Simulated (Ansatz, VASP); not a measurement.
# TaN in two plane-wave programs, part 2 of 2

Wanted: the spread between two codes on one cell, functional and k mesh. The cell is taken from a series of runs on this material, whose earlier steps may have relaxed, scaled, displaced or heated it; both programs get it as it stands.

VASP 6.6.1 and Ansatz 0.2.0.

So far: Set-up; Ansatz: zone-centre phonons, PBEsol.

## 3. VASP: zone-centre phonons, PBEsol

Level of this step: PBEsol; plane waves and PAW (N, Ta_pv) (VASP).

The same cell, functional, mesh and smearing now go to VASP, with its own data sets.

Lines of VASP's logs that name or quote its potential files are left out, and so is its time.

INCAR reads:

```
SYSTEM = TaN
PREC = Accurate
ENCUT = 600
EDIFF = 1E-08
NELM = 120
ISMEAR = 1
SIGMA = 0.2
LREAL = .FALSE.
ALGO = Normal
GGA = PS
NBANDS = 14
LASPH = .TRUE.
LORBIT = 11
LWAVE = .FALSE.
LCHARG = .FALSE.
ISIF = 2
IBRION = 8
GGA_COMPAT = .FALSE.
KPAR = 2
```

POSCAR reads:

```
TaN
1.0
    0.0550367786      2.1979787577      2.1811210370
    2.1979787577      0.0550367786      2.1811210370
    2.2530155362      2.2530155362     -0.0000000001
N Ta
1 1
Direct
    0.0000000000      0.0000000000      0.0000000000
    0.5000000000      0.5000000000      0.5000000000
```

KPOINTS reads:

```
Automatic mesh
0
Gamma
16 16 16
0 0 0
```

Potentials, in the order of the species: N and Ta_pv (PBE family, release 64).

Run with:

```console
> mpirun -np 2 vasp_std
```

Numbers of over 12 decimals in the logs are rounded to 6 here.

Log:

```text
[banner, memory and clock lines left out]
running    2 mpi-ranks, on    1 nodes
 distrk:  each k-point on    1 cores,    2 groups
 distr:  one band on    1 cores,    1 groups

 POSCAR found type information on POSCAR N Ta
 POSCAR found :  2 types and       2 ions
|                                                                             |
|               ----> ADVICE to this user running VASP <----                  |
|                                                                             |
|     You enforced a specific xc type in the INCAR file but a different       |
|     [... a line on the potential file left out ...]
|     I HOPE YOU KNOW WHAT YOU ARE DOING!                                     |
|                                                                             |

 LDA part: xc-table for (Slater+PW92), standard interpolation
 POSCAR, INCAR and KPOINTS ok, starting setup
 FFT: planning ... GRIDC
 FFT: planning ... GRID_SOFT
 FFT: planning ... GRID
 WAVECAR not read
 entering main loop
       N       E                     dE             d eps       ncg     rms          rms(c)
DAV:   1     0.973177375339E+02    0.97318E+02   -0.98093E+03 17396   0.136E+03
DAV:   2    -0.226014211091E+02   -0.11992E+03   -0.11291E+03 21108   0.343E+02
DAV:   3    -0.259750675008E+02   -0.33736E+01   -0.33256E+01 20480   0.544E+01
DAV:   4    -0.259937973976E+02   -0.18730E-01   -0.18711E-01 20170   0.411E+00
DAV:   5    -0.259939183716E+02   -0.12097E-03   -0.12097E-03 20328   0.305E-01    0.247E+01
DAV:   6    -0.233261950451E+02    0.26677E+01   -0.57401E+00 20754   0.277E+01    0.104E+01
DAV:   7    -0.232407684857E+02    0.85427E-01   -0.38704E-01 21486   0.604E+00    0.710E+00
DAV:   8    -0.232062800525E+02    0.34488E-01   -0.13888E-01 20886   0.345E+00    0.152E+00
DAV:   9    -0.232016762550E+02    0.46038E-02   -0.13474E-02 19548   0.104E+00    0.360E-01
DAV:  10    -0.232015404066E+02    0.13585E-03   -0.51563E-04 23768   0.282E-01    0.124E-01
DAV:  11    -0.232015040406E+02    0.36366E-04   -0.64539E-05 19796   0.850E-02    0.175E-02
DAV:  12    -0.232015040344E+02    0.62009E-08   -0.35093E-06 22890   0.196E-02    0.166E-03
DAV:  13    -0.232015039165E+02    0.11784E-06   -0.11800E-07 19232   0.304E-03    0.640E-04
DAV:  14    -0.232015038995E+02    0.17031E-07   -0.39562E-09 14946   0.839E-04    0.278E-04
DAV:  15    -0.232015038952E+02    0.43206E-08   -0.68615E-10 10008   0.390E-04
   1 F= -.23201504E+02 E0= -.23201087E+02  d E =-.124927E-02
 Linear response reoptimize wavefunctions to high precision
DAV:   1    -0.232015038952E+02    0.21600E-10   -0.67062E-11 13038   0.920E-05
 Linear response DOF=           4
 Linear response progress:
  Degree of freedom:   1/  4
       N       E                     dE             d eps       ncg     rms          rms(c)
RMM:   1    -0.234964063272E+00   -0.23496E+00    0.15030E-01 68580   0.296E+00
RMM:   2    -0.230698885253E+00    0.42652E-02   -0.40058E-03 52309   0.517E-01    0.145E-01
RMM:   3    -0.231574126022E+00   -0.87524E-03   -0.83215E-04 47650   0.179E-01    0.742E-02
RMM:   4    -0.232872599480E+00   -0.12985E-02   -0.41383E-04 48630   0.124E-01    0.222E-02
RMM:   5    -0.232966469342E+00   -0.93870E-04   -0.19979E-05 55295   0.349E-02    0.254E-03
RMM:   6    -0.232964710429E+00    0.17589E-05   -0.19882E-06 55369   0.747E-03    0.973E-04
RMM:   7    -0.232955400969E+00    0.93095E-05   -0.19841E-07 55748   0.218E-03    0.398E-04
RMM:   8    -0.232956850126E+00   -0.14492E-05   -0.54282E-08 59303   0.783E-04    0.123E-04
RMM:   9    -0.232955864162E+00    0.98596E-06   -0.24320E-08 58728   0.281E-04    0.296E-05
RMM:  10    -0.232955601865E+00    0.26230E-06    0.61326E-09 63271   0.102E-04    0.159E-05
RMM:  11    -0.232955621604E+00   -0.19739E-07   -0.58125E-09 60845   0.395E-05    0.640E-06
RMM:  12    -0.232955655197E+00   -0.33593E-07   -0.13416E-09 59391   0.232E-05    0.257E-06
RMM:  13    -0.232955655407E+00   -0.20956E-09   -0.41293E-09 49991   0.172E-05    0.495E-07
 first order change of Fermi-energy   0.17796E-03
 force on displaced ion       1 direction 1 :  -7.648  -0.497   0.000
 Linear response progress:
  Degree of freedom:   2/  4
       N       E                     dE             d eps       ncg     rms          rms(c)
RMM:   1    -0.235350622038E+00   -0.23535E+00    0.15606E-01 38236   0.298E+00
RMM:   2    -0.231506755320E+00    0.38439E-02   -0.40498E-03 29463   0.516E-01    0.150E-01
RMM:   3    -0.232388405861E+00   -0.88165E-03   -0.85586E-04 26730   0.182E-01    0.769E-02
RMM:   4    -0.233718575689E+00   -0.13302E-02   -0.42927E-04 27143   0.127E-01    0.230E-02
RMM:   5    -0.233820729363E+00   -0.10215E-03   -0.20695E-05 30982   0.359E-02    0.262E-03
RMM:   6    -0.233821199922E+00   -0.47056E-06   -0.19838E-06 30986   0.774E-03    0.102E-03
RMM:   7    -0.233811221828E+00    0.99781E-05   -0.20836E-07 30912   0.230E-03    0.404E-04
RMM:   8    -0.233812365732E+00   -0.11439E-05   -0.36524E-08 33572   0.763E-04    0.158E-04
RMM:   9    -0.233811665484E+00    0.70025E-06   -0.15024E-08 33898   0.256E-04    0.255E-05
RMM:  10    -0.233811412996E+00    0.25249E-06   -0.10715E-08 34681   0.852E-05    0.164E-05
RMM:  11    -0.233811415968E+00   -0.29713E-08    0.86850E-09 35509   0.323E-05    0.765E-06
 first order change of Fermi-energy   0.29411E-03
 force on displaced ion       1 direction 3 :  -0.000  -0.000  -8.303
 Linear response progress:
  Degree of freedom:   3/  4
       N       E                     dE             d eps       ncg     rms          rms(c)
RMM:   1    -0.136196796357E+00   -0.13620E+00    0.11532E+01 31945   0.246E+01
RMM:   2    -0.165056532602E+00   -0.28860E-01   -0.26920E-02 48754   0.150E+00    0.110E-01
RMM:   3    -0.164322515076E+00    0.73402E-03   -0.20446E-03 57451   0.290E-01    0.505E-02
RMM:   4    -0.163823900672E+00    0.49861E-03   -0.18039E-04 62257   0.918E-02    0.189E-02
RMM:   5    -0.163617437011E+00    0.20646E-03   -0.16947E-05 62332   0.250E-02    0.470E-03
RMM:   6    -0.163605538814E+00    0.11898E-04   -0.24727E-06 59769   0.862E-03    0.831E-04
RMM:   7    -0.163602812444E+00    0.27264E-05   -0.49885E-07 63313   0.255E-03    0.340E-04
RMM:   8    -0.163604551947E+00   -0.17395E-05   -0.72524E-07 65809   0.897E-04    0.867E-05
RMM:   9    -0.163605381834E+00   -0.82989E-06   -0.45002E-07 64252   0.358E-04    0.384E-05
RMM:  10    -0.163605867914E+00   -0.48608E-06   -0.25884E-07 59821   0.207E-04    0.780E-06
RMM:  11    -0.163605881491E+00   -0.13577E-07   -0.16817E-07 68771   0.101E-04    0.610E-06
RMM:  12    -0.163605899417E+00   -0.17926E-07   -0.88054E-08 63137   0.570E-05    0.131E-06
RMM:  13    -0.163605899766E+00   -0.34953E-09   -0.52976E-08 59979   0.365E-05    0.812E-07
 first order change of Fermi-energy  -0.21316E-03
 force on displaced ion       2 direction 1 :  -7.646  -0.495   0.000
 Linear response progress:
  Degree of freedom:   4/  4
       N       E                     dE             d eps       ncg     rms          rms(c)
RMM:   1    -0.137304394056E+00   -0.13730E+00    0.11443E+01 18293   0.245E+01
RMM:   2    -0.165868939069E+00   -0.28565E-01   -0.26339E-02 27351   0.149E+00    0.113E-01
RMM:   3    -0.165113030469E+00    0.75591E-03   -0.19876E-03 32026   0.289E-01    0.518E-02
RMM:   4    -0.164595243871E+00    0.51779E-03   -0.17384E-04 34373   0.929E-02    0.186E-02
RMM:   5    -0.164391782431E+00    0.20346E-03   -0.16680E-05 34635   0.249E-02    0.503E-03
RMM:   6    -0.164373094693E+00    0.18688E-04   -0.28780E-06 33229   0.862E-03    0.857E-04
RMM:   7    -0.164369326532E+00    0.37682E-05    0.46632E-06 35046   0.252E-03    0.331E-04
RMM:   8    -0.164371173766E+00   -0.18472E-05   -0.35325E-06 36707   0.901E-04    0.763E-05
RMM:   9    -0.164371870974E+00   -0.69721E-06   -0.24658E-06 35564   0.356E-04    0.449E-05
RMM:  10    -0.164372393689E+00   -0.52271E-06   -0.15607E-06 33019   0.224E-04    0.112E-05
RMM:  11    -0.164372509294E+00   -0.11561E-06   -0.10274E-06 35714   0.120E-04    0.790E-06
RMM:  12    -0.164372498784E+00    0.10510E-07   -0.82730E-07 34488   0.672E-05    0.114E-06
RMM:  13    -0.164372498720E+00    0.63702E-10   -0.56466E-07 34912   0.395E-05    0.128E-06
RMM:  14    -0.164372482390E+00    0.16331E-07   -0.38736E-07 30811   0.282E-05    0.298E-06
RMM:  15    -0.164372513575E+00   -0.31185E-07   -0.19176E-07 29474   0.224E-05    0.158E-06
RMM:  16    -0.164372535929E+00   -0.22354E-07   -0.10752E-07 31090   0.183E-05    0.516E-07
RMM:  17    -0.164372535896E+00    0.33431E-10   -0.91264E-08 17781   0.144E-05    0.606E-07
 first order change of Fermi-energy  -0.10226E-03
 force on displaced ion       2 direction 3 :  -0.000  -0.000  -8.304
 Linear response finished
```

Parts of OUTCAR (step 3):

```text
ion  position               nearest neighbor table
   1  0.000  0.000  0.000-   2 2.18   2 2.18   2 2.20   2 2.20   2 2.20   2 2.20
   2  0.500  0.500  0.500-   1 2.18   1 2.18   1 2.20   1 2.20   1 2.20   1 2.20

  LATTYP: Found a body centered orthorhombic cell.
 ALAT       =     3.0305776102
 B/A-ratio  =     1.0513656264
 C/A-ratio  =     1.4394094576

 Subroutine GETGRP returns: Found  8 space group operations
 (whereof  8 operations were pure point group operations)

The static configuration has the point symmetry D_2h.

 Found    621 irreducible k-points:

   k-points           NKPTS =    621   k-points in BZ     NKDIM =    621   number of bands    NBANDS=     14

   dimension x,y,z NGX =    28 NGY =   28 NGZ =   28
   dimension x,y,z NGXF=    56 NGYF=   56 NGZF=   56

   ENCUT  =  600.0 eV  44.10 Ry    6.64 a.u.   6.19  6.19  6.36*2*pi/ulx,y,z

   NELECT =      16.0000    total number of electrons

 k-points in reciprocal lattice and weights: Automatic mesh
   0.00000000  0.00000000  0.00000000       0.000
   0.06250000 -0.00000000  0.00000000       0.001
   0.12500000 -0.00000000  0.00000000       0.001
   0.18750000 -0.00000000  0.00000000       0.001
   0.25000000 -0.00000000  0.00000000       0.001
   0.31250000 -0.00000000  0.00000000       0.001
   0.37500000 -0.00000000  0.00000000       0.001
   0.43750000  0.00000000  0.00000000       0.001
   0.50000000 -0.00000000  0.00000000       0.000
[...]
0.25000000  0.25000000  0.50000000       0.000
  -0.25000000  0.25000000  0.50000000       0.000

 average (electrostatic) potential at core
       1 -61.2427       2 -34.4819

  Total       -0.2634225     -0.2634225      0.1476784     -0.4037318      0.0000000      0.0000000
  in kB      -20.0391384    -20.0391384     11.2342271    -30.7127874      0.0000000      0.0000000
  external PRESSURE =      -9.6146832 kB  Pullay stress =       0.0000000 kB

  energy-cutoff  :      600.00
  volume of cell :       21.06
      direct lattice vectors                 reciprocal lattice vectors
     0.055036779  2.197978758  2.181121037    -0.233324096  0.233324096  0.229239914
     2.197978758  0.055036779  2.181121037     0.233324096 -0.233324096  0.229239914
     2.253015536  2.253015536 -0.000000000     0.221924790  0.221924790 -0.229239914

 POSITION                                       TOTAL-FORCE (eV/Angst)
 -----------------------------------------------------------------------------------
      0.00000      0.00000      0.00000         0.000000     -0.000000      0.000000
      2.25302      2.25302      2.18112        -0.000000      0.000000     -0.000000
 -----------------------------------------------------------------------------------
    total drift:                                0.000000      0.000000      0.000000

 Eigenvectors and eigenvalues of the dynamical matrix
 ----------------------------------------------------

   1 f  =   12.495860 THz    78.513803 2PiTHz  416.817020 cm-1    51.678701 meV
             X         Y         Z           dx          dy          dz
      0.000000  0.000000  0.000000     0.000000    0.000000    0.963417
      2.253016  2.253016  2.181121    -0.000000   -0.000000   -0.268006

   2 f  =   12.376437 THz    77.763448 2PiTHz  412.833504 cm-1    51.184808 meV
             X         Y         Z           dx          dy          dz
      0.000000  0.000000  0.000000     0.681253    0.681253   -0.000000
      2.253016  2.253016  2.181121    -0.189457   -0.189457    0.000000

   3 f  =   11.596300 THz    72.861703 2PiTHz  386.810940 cm-1    47.958423 meV
             X         Y         Z           dx          dy          dz
      0.000000  0.000000  0.000000    -0.681239    0.681239    0.000000
      2.253016  2.253016  2.181121     0.189510   -0.189510   -0.000000

   4 f/i=    0.000198 THz     0.001242 2PiTHz    0.006596 cm-1     0.000818 meV
             X         Y         Z           dx          dy          dz
      0.000000  0.000000  0.000000    -0.000001    0.000001    0.268006
      2.253016  2.253016  2.181121    -0.000002    0.000002    0.963417

   5 f/i=    0.000203 THz     0.001273 2PiTHz    0.006760 cm-1     0.000838 meV
             X         Y         Z           dx          dy          dz
      0.000000  0.000000  0.000000    -0.189510    0.189510   -0.000001
      2.253016  2.253016  2.181121    -0.681239    0.681239   -0.000003

   6 f/i=    0.000738 THz     0.004634 2PiTHz    0.024603 cm-1     0.003050 meV
             X         Y         Z           dx          dy          dz
      0.000000  0.000000  0.000000     0.189457    0.189457   -0.000000
      2.253016  2.253016  2.181121     0.681253    0.681253   -0.000000

 ELASTIC MODULI CONTR FROM IONIC RELAXATION (kBar)
 Direction    XX          YY          ZZ          XY          YZ          ZX
 --------------------------------------------------------------------------------
 XX           0.0000      0.0000      0.0000      0.0000      0.0000      0.0000
 YY           0.0000      0.0000      0.0000      0.0000      0.0000      0.0000
 ZZ           0.0000      0.0000      0.0000      0.0000      0.0000      0.0000
 XY           0.0000      0.0000      0.0000      0.0000      0.0000      0.0000
 YZ           0.0000      0.0000      0.0000      0.0000      0.0000      0.0000
 ZX           0.0000      0.0000      0.0000      0.0000      0.0000      0.0000
 --------------------------------------------------------------------------------
```

The PAW data sets were made with PBE, which is usual practice but a small mismatch for other functionals.

## 4. Comparison

Known differences besides the potentials themselves: the data sets hold 18 valence electrons in Ansatz (on its PAW soft_1 files) and 16 in VASP; the cutoff is 420 eV in Ansatz and 600 eV in VASP; Ansatz makes its cores anew for this functional, VASP keeps those of its PBE data sets. Total energies have different zeros and are not compared.

Compared:

| quantity | Ansatz | VASP | difference |
| --- | --- | --- | --- |
| optical mode 1 (cm⁻¹) | 386.5 | 386.8 | -0.09 % |
| optical mode 2 (cm⁻¹) | 411.9 | 412.8 | -0.22 % |
| optical mode 3 (cm⁻¹) | 415.7 | 416.8 | -0.28 % |

Modes are paired by rising frequency, not by their patterns, so a pair may set unlike modes beside each other; they are those without the splitting of longitudinal modes.

## 5. Outcome

```yaml
r_m_s_difference_of_the_optical_zone_centre_modes_each_program_s_sorted_by_frequency_zone_centre_phonons_pbesol: 0.88 cm⁻¹
```

The r.m.s. difference of the optical zone-centre modes, each program's sorted by frequency is 0.88 cm⁻¹ (zone-centre phonons, PBEsol). The data sets hold unlike numbers of valence electrons (18 in Ansatz and 16 in VASP), so part of the differences comes from the potentials. Such differences can come from data sets, numerical settings and the points named under the comparisons, not from the functional's error against experiment.

[Lines on the potential files, build, host, timing and source positions are cut from VASP's logs without a mark.]

[Logs are printed without paths, hosts, clocks, repeated set-up lines and the standing remarks that a program may print on its own settings, such as how far it seeks lower states.]

[Hosts, paths, dates, database ids (printed as entryN), source tags and the programs' standing remarks are cut or masked in the printed files.]
